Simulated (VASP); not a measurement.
Output of a VASP run:

OSZICAR:
```
...
DAV:   5    -0.559263747226E+01   -0.42401E-05   -0.22668E-05   694   0.353E-02    0.890E-03
DAV:   6    -0.559263839071E+01   -0.91844E-06   -0.14220E-06   504   0.879E-03
   5 F= -.55926384E+01 E0= -.55926384E+01  d E =-.529720E-02
       N       E                     dE             d eps       ncg     rms          rms(c)
DAV:   1    -0.559409980310E+01   -0.14623E-02   -0.16905E-01   624   0.255E+00    0.212E-01
DAV:   2    -0.559349620444E+01    0.60360E-03   -0.70061E-03   714   0.585E-01    0.110E-01
DAV:   3    -0.559305336851E+01    0.44284E-03   -0.79096E-04   664   0.162E-01    0.419E-02
DAV:   4    -0.559300713364E+01    0.46235E-04   -0.14577E-04   709   0.703E-02    0.175E-02
DAV:   5    -0.559300846230E+01   -0.13287E-05   -0.46576E-06   674   0.161E-02    0.402E-03
DAV:   6    -0.559300879664E+01   -0.33434E-06   -0.30374E-07   332   0.415E-03
   6 F= -.55930088E+01 E0= -.55930088E+01  d E =-.566760E-02
       N       E                     dE             d eps       ncg     rms          rms(c)
DAV:   1    -0.559503342787E+01   -0.20250E-02   -0.88550E-02   624   0.176E+00    0.188E-01
DAV:   2    -0.559399993557E+01    0.10335E-02   -0.28964E-03   639   0.363E-01    0.981E-02
DAV:   3    -0.559364210614E+01    0.35783E-03   -0.11411E-03   694   0.196E-01    0.320E-02
DAV:   4    -0.559364218898E+01   -0.82843E-07   -0.49116E-05   714   0.494E-02    0.159E-02
DAV:   5    -0.559364407751E+01   -0.18885E-05   -0.53865E-06   694   0.182E-02    0.451E-03
DAV:   6    -0.559364444667E+01   -0.36916E-06   -0.71026E-07   332   0.589E-03
   7 F= -.55936444E+01 E0= -.55936444E+01  d E =-.635650E-03
       N       E                     dE             d eps       ncg     rms          rms(c)
DAV:   1    -0.559679373029E+01   -0.31497E-02   -0.17944E-01   624   0.250E+00    0.268E-01
DAV:   2    -0.559470526156E+01    0.20885E-02   -0.58766E-03   639   0.518E-01    0.140E-01
DAV:   3    -0.559398388163E+01    0.72138E-03   -0.23049E-03   704   0.278E-01    0.459E-02
DAV:   4    -0.559398396887E+01   -0.87239E-07   -0.10024E-04   704   0.706E-02    0.225E-02
DAV:   5    -0.559398756835E+01   -0.35995E-05   -0.11044E-05   709   0.260E-02    0.646E-03
DAV:   6    -0.559398819964E+01   -0.63129E-06   -0.14684E-06   367   0.845E-03
   8 F= -.55939882E+01 E0= -.55939882E+01  d E =-.979403E-03
       N       E                     dE             d eps       ncg     rms          rms(c)
DAV:   1    -0.559406991161E+01   -0.82343E-04   -0.45393E-02   624   0.134E+00    0.160E-01
DAV:   2    -0.559388585625E+01    0.18406E-03   -0.16841E-03   684   0.287E-01    0.742E-02
DAV:   3    -0.559374538390E+01    0.14047E-03   -0.35366E-04   679   0.115E-01    0.159E-02
DAV:   4    -0.559374613265E+01   -0.74875E-06   -0.14560E-05   714   0.279E-02    0.103E-02
DAV:   5    -0.559374653094E+01   -0.39830E-06   -0.15548E-06   442   0.102E-02
   9 F= -.55937465E+01 E0= -.55937465E+01  d E =0.241669E-03
       N       E                     dE             d eps       ncg     rms          rms(c)
DAV:   1    -0.559421036118E+01   -0.46423E-03   -0.22931E-02   624   0.949E-01    0.113E-01
DAV:   2    -0.559411371904E+01    0.96642E-04   -0.85885E-04   684   0.205E-01    0.533E-02
DAV:   3    -0.559403595159E+01    0.77767E-04   -0.18110E-04   674   0.825E-02    0.113E-02
DAV:   4    -0.559403534745E+01    0.60414E-06   -0.72184E-06   709   0.197E-02
  10 F= -.55940353E+01 E0= -.55940353E+01  d E =-.471478E-04
```

OUTCAR:
```
------------------------ aborting loop because EDIFF is reached ----------------------------------------
  FORCE on cell =-STRESS in cart. coord.  units (eV):
  Direction    XX          YY          ZZ          XY          YZ          ZX
  --------------------------------------------------------------------------------------
  Total        0.0007144      0.0007144     -0.0024557      0.0000000     -0.0000000      0.0000000
  in kB        0.0144960      0.0144960     -0.0498318      0.0000000     -0.0000000      0.0000000
  external PRESSURE =      -0.0069466 kB  Pullay stress =       0.0000000 kB
  volume of cell :       78.95
      direct lattice vectors                 reciprocal lattice vectors
     2.100792345 -3.638679066  0.000000000     0.238005437 -0.137412504  0.000000000
     2.100792345  3.638679066 -0.000000000     0.238005437  0.137412504 -0.000000000
     0.000000000  0.000000000  5.164351048     0.000000000  0.000000000  0.193635171
 POSITION                                       TOTAL-FORCE (eV/Angst)
 -----------------------------------------------------------------------------------
      0.50628      0.87690      3.44290         0.000703      0.001217      0.000000
      3.18903      0.00000      5.16435        -0.001405     -0.000000      0.000000
      0.50628     -0.87690      1.72145         0.000703     -0.001217     -0.000000
 -----------------------------------------------------------------------------------
    total drift:                               -0.000214     -0.000442      0.000010
  FREE ENERGIE OF THE ION-ELECTRON SYSTEM (eV)
  ---------------------------------------------------
  free  energy   TOTEN  =        -5.5940353474 eV

  energy  without entropy=       -5.5940353474  energy(sigma->0) =       -5.59403535

 reached required accuracy - stopping structural energy minimisation
```
(Selected blocks of OUTCAR.)

**POSCAR**
```
Se
1
    2.0440240241    -3.5403534499     0.0000000000
    2.0440240241     3.5403534499    -0.0000000000
    0.0000000000    -0.0000000000     5.0758695168
Se
3
Direct
  1.0000000000   0.2467083397   0.6666670000
  0.7532916603   0.7532916603   1.0000000000
  0.2467083397   1.0000000000   0.3333330000
```

Question: Write an INCAR and KPOINTS that could have produced this output.

Answer: Several could match; the one computed here: the input of the run itself, optB88-vdW, plane waves, VASP's PBE PAW potentials (set 64).

### KPOINTS
```
Automatic mesh
0
Gamma
6 6 4
0 0 0
```

### INCAR
```
LREAL = .FALSE.   ! projection in real space or not
LMAXMIX = 4
SIGMA = 0.05
IBRION = 2   ! conjugate gradients
ALGO = Normal   ! blocked Davidson
ISIF = 3
LWAVE = .FALSE.
GGA = BO
PARAM2 = 0.22
PREC = Accurate
NSW = 60   ! most ionic steps
LUSE_VDW = .TRUE.
PARAM1 = 0.1833333333
SYSTEM = Se
EDIFF = 1E-6   ! SCF stop (eV)
LASPH = .TRUE.
EDIFFG = -0.02   ! ionic stop
NELM = 100
ISMEAR = 0
ENCUT = 520
AGGAC = 0.0
LCHARG = .FALSE.
```

POTCAR, in this order: Se (PBE.64 set). Program: vasp_std.

Energy and stress use the plane-wave basis of the starting cell.

The compound is Se in the trig structure. This run relaxes it. Symmetry was kept, so distortions that lower it aren't found. The start is the result of an earlier pass.
